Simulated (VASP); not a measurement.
Input for VASP

**INCAR**
```
# general
SYSTEM  = SnS
PREC    = Accurate
ENCUT   = 400
LREAL   = .FALSE.
LASPH   = .TRUE.

# electronic loop
EDIFF   = 1E-7
NELM    = 100
ALGO    = Normal
LMAXMIX = 4

# smearing
ISMEAR  = -5

# functional
GGA     = PS

# ions
ISIF    = 2

# output
LWAVE   = .FALSE.
LCHARG  = .TRUE.
LORBIT  = 11
NEDOS   = 601

# other
LEFG    = .TRUE.
```

KPOINTS:
```
Automatic mesh
0
Gamma
6 6 3
0 0 0
```

POSCAR:
```
SnS
4.0620090
  0.9999957957  -0.0000965779   0.0028670656
  0.0000584460   0.9985492055   0.0024174170
  0.0383306985   0.3818674529   2.6556749976
Sn S
2 2
Cartesian
  0.2695552954   0.4409551462   0.9802094521
  0.7688296448   0.9393649343   1.6807500281
  0.2683897132   0.4397570911   1.6089727595
  0.7699952270   0.9405629894   1.0519867207
```

POTCAR, in this order: Sn_d S (PBE.64 set). Program: vasp_std.

### Question
Write an equivalent input for Quantum ESPRESSO's pw.x.

### Answer
One equivalent input (not run):
```
&CONTROL
  calculation = 'scf'
  pseudo_dir = './pseudo'
  outdir = './out'
  tprnfor = .true.
  tstress = .true.
/
&SYSTEM
  ibrav = 0
  nat = 4
  ntyp = 2
  ecutwfc = 72
  occupations = 'tetrahedra'
  input_dft = 'pbesol'
/
&ELECTRONS
  conv_thr = 7.3e-09
  electron_maxstep = 100
/
ATOMIC_SPECIES
  Sn 118.710 Sn.upf
  S 32.060 S.upf
CELL_PARAMETERS angstrom
     4.0619919   -0.0003923    0.0116460
     0.0002374    4.0561159    0.0098196
     0.1556996    1.5511490   10.7873757
ATOMIC_POSITIONS crystal
  Sn   0.2554120  0.3006786  0.3685505
  Sn   0.7445880  0.6993214  0.6314495
  S    0.2451729  0.2088985  0.6054072
  S    0.7548271  0.7911015  0.3945928
K_POINTS automatic
  6 6 3 0 0 0
```
The two are equivalent in intent, not identical: the potentials are each code's own (VASP's PAW set, PseudoDojo norm-conserving files in pw.x), so ENCUT and ecutwfc are chosen apart and not converted; conv_thr bounds pw.x's estimated SCF error, while EDIFF bounds the energy change between steps; the field gradients of LEFG aren't asked of the other code.

The cell is a sheet with vacuum, built from a database entry that may be metastable or hypothetical.
